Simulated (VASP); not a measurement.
These are r2SCAN meta-GGA, VASP's PBE PAW potentials (set 64) (plane waves; VASP) values and carry that method's errors.

A VASP calculation is set up with these files.

### INCAR
```
! general
SYSTEM  = Cs
PREC    = Accurate
ENCUT   = 520   ! plane-wave cut-off (eV)
LREAL   = .FALSE.
LASPH   = .TRUE.   ! aspherical one-centre terms

! electronic loop
EDIFF   = 1E-7   ! SCF stop (eV)
NELM    = 100
ALGO    = Normal   ! blocked Davidson
LMAXMIX = 4   ! l cut-off of mixed one-centre charges
LMIXTAU = .TRUE.

! smearing
ISMEAR  = 1   ! Methfessel-Paxton
SIGMA   = 0.1

! functional
METAGGA = R2SCAN

! ions
ISIF    = 2

! output
LWAVE   = .FALSE.
LCHARG  = .FALSE.
```

File KPOINTS:
```
Automatic mesh
0
Gamma
8 8 8
0 0 0
```

**POSCAR**
```
Cs
1
   -3.0731820474     3.0731820474     3.0731820474
    3.0731820474    -3.0731820474     3.0731820474
    3.0731820474     3.0731820474    -3.0731820474
Cs
1
Direct
  0.0000000000   0.0000000000   0.0000000000
```

POTCAR, in this order: Cs_sv (PBE.64 set). Program: vasp_std.

Output

OUTCAR:
```
 ion  position               nearest neighbor table
   1  0.000  0.000  0.000-
  LATTYP: Found a body centered cubic cell.
 ALAT       =     6.1463640948
 Subroutine PRICEL returns:
 Original cell was already a primitive cell.
 Subroutine GETGRP returns: Found 48 space group operations
The static configuration has the point symmetry O_h .
The dynamic configuration has the point symmetry O_h .
 Subroutine INISYM returns: Found 48 space group operations
 Subroutine IBZKPT returns following result:
 Found     29 irreducible k-points:

 Following reciprocal coordinates:
            Coordinates               Weight
  0.000000  0.000000  0.000000      1.000000
  0.125000  0.000000  0.000000     12.000000
  0.250000  0.000000  0.000000     12.000000
  0.375000  0.000000  0.000000     12.000000
  0.500000  0.000000  0.000000      6.000000
  0.125000  0.125000  0.000000     24.000000
  0.250000  0.125000  0.000000     48.000000
  0.375000  0.125000  0.000000     48.000000
  0.250000  0.250000  0.000000     24.000000
  0.375000  0.250000  0.000000     24.000000
...
```

File OSZICAR:
```
       N       E                     dE             d eps       ncg     rms          rms(c)
DAV:   1     0.327536320105E+02    0.32754E+02   -0.30215E+03   464   0.804E+02
DAV:   2    -0.217549929753E+02   -0.54509E+02   -0.53886E+02   656   0.128E+02
DAV:   3    -0.269906460061E+02   -0.52357E+01   -0.52350E+01   464   0.484E+01
DAV:   4    -0.270660685027E+02   -0.75422E-01   -0.75422E-01   832   0.717E+00
DAV:   5    -0.270661764221E+02   -0.10792E-03   -0.10792E-03   600   0.172E-01    0.249E-01
DAV:   6    -0.257438621270E+02    0.13223E+01   -0.10339E-01   512   0.363E+00    0.242E-01
DAV:   7    -0.244901003119E+02    0.12538E+01   -0.79041E-01   536   0.572E+00    0.480E-01
DAV:   8    -0.248437449101E+02   -0.35364E+00   -0.63039E-01   560   0.603E+00    0.102E-01
DAV:   9    -0.247764281140E+02    0.67317E-01   -0.50418E-01   528   0.534E+00    0.278E-01
DAV:  10    -0.248396854160E+02   -0.63257E-01   -0.35199E-01   528   0.464E+00    0.833E-02
DAV:  11    -0.250253932328E+02   -0.18571E+00   -0.20562E-01   480   0.430E+00    0.557E-02
DAV:  12    -0.250266182320E+02   -0.12250E-02   -0.30318E-03   696   0.680E-01    0.460E-02
DAV:  13    -0.250230150872E+02    0.36031E-02   -0.18221E-03   504   0.643E-01    0.443E-02
DAV:  14    -0.250233302246E+02   -0.31514E-03   -0.29072E-04   696   0.206E-01    0.386E-02
DAV:  15    -0.250124923125E+02    0.10838E-01   -0.19803E-02   464   0.222E+00    0.300E-02
DAV:  16    -0.250099563524E+02    0.25360E-02   -0.13734E-03   584   0.450E-01    0.317E-02
DAV:  17    -0.250099939992E+02   -0.37647E-04   -0.16122E-05   648   0.328E-02    0.320E-02
DAV:  18    -0.250102274880E+02   -0.23349E-03   -0.36102E-05   544   0.839E-02    0.305E-02
DAV:  19    -0.250090358053E+02    0.11917E-02   -0.29277E-03   480   0.838E-01    0.206E-02
DAV:  20    -0.250092512165E+02   -0.21541E-03   -0.97169E-04   512   0.395E-01    0.188E-02
DAV:  21    -0.250096169343E+02   -0.36572E-03   -0.21921E-04   616   0.172E-01    0.203E-02
DAV:  22    -0.250096688594E+02   -0.51925E-04   -0.86981E-05   584   0.112E-01    0.181E-02
DAV:  23    -0.250096738801E+02   -0.50207E-05   -0.10032E-04   512   0.133E-01    0.162E-02
DAV:  24    -0.250094121576E+02    0.26172E-03   -0.18006E-04   480   0.122E-01    0.999E-03
DAV:  25    -0.250093571230E+02    0.55035E-04   -0.12251E-04   480   0.117E-01    0.786E-03
DAV:  26    -0.250093708210E+02   -0.13698E-04   -0.65381E-06   528   0.353E-02    0.711E-03
DAV:  27    -0.250094023690E+02   -0.31548E-04   -0.31231E-05   488   0.881E-02    0.482E-03
DAV:  28    -0.250094101485E+02   -0.77795E-05   -0.56498E-06   520   0.347E-02    0.362E-03
DAV:  29    -0.250093781609E+02    0.31988E-04   -0.43469E-05   480   0.618E-02    0.154E-03
DAV:  30    -0.250093784949E+02   -0.33398E-06   -0.12420E-06   632   0.132E-02    0.115E-03
DAV:  31    -0.250093787236E+02   -0.22862E-06   -0.14262E-06   496   0.177E-02    0.571E-04
DAV:  32    -0.250093791836E+02   -0.46003E-06   -0.88301E-07   520   0.128E-02    0.376E-04
DAV:  33    -0.250093798071E+02   -0.62355E-06   -0.12045E-06   496   0.145E-02    0.324E-04
DAV:  34    -0.250093802117E+02   -0.40459E-06   -0.35271E-07   616   0.788E-03    0.281E-04
DAV:  35    -0.250093801725E+02    0.39237E-07   -0.51793E-08   528   0.242E-03
   1 F= -.25009380E+02 E0= -.25008419E+02  d E =-.288448E-02
```

OUTCAR:
```
------------------------ aborting loop because EDIFF is reached ----------------------------------------
  FORCE on cell =-STRESS in cart. coord.  units (eV):
  Direction    XX          YY          ZZ          XY          YZ          ZX
  --------------------------------------------------------------------------------------
  Total        0.0958785      0.0958785      0.0958785      0.0000000      0.0000000      0.0000000
  in kB        1.3231436      1.3231436      1.3231436      0.0000000      0.0000000      0.0000000
  external PRESSURE =       1.3231436 kB  Pullay stress =       0.0000000 kB
  volume of cell :      116.10
      direct lattice vectors                 reciprocal lattice vectors
    -3.073182047  3.073182047  3.073182047     0.000000000  0.162697814  0.162697814
     3.073182047 -3.073182047  3.073182047     0.162697814  0.000000000  0.162697814
     3.073182047  3.073182047 -3.073182047     0.162697814  0.162697814  0.000000000
 POSITION                                       TOTAL-FORCE (eV/Angst)
 -----------------------------------------------------------------------------------
      0.00000      0.00000      0.00000         0.000000     -0.000000      0.000000
 -----------------------------------------------------------------------------------
    total drift:                               -0.000000      0.000000     -0.000000
  FREE ENERGIE OF THE ION-ELECTRON SYSTEM (eV)
  ---------------------------------------------------
  free  energy   TOTEN  =       -25.0093801725 eV

  energy  without entropy=      -25.0064956940  energy(sigma->0) =      -25.00841868
```
(Selected blocks of OUTCAR.)

The compound is Cs in the bcc structure. This cell is one point of a volume scan, at 0.94 of the reference volume.
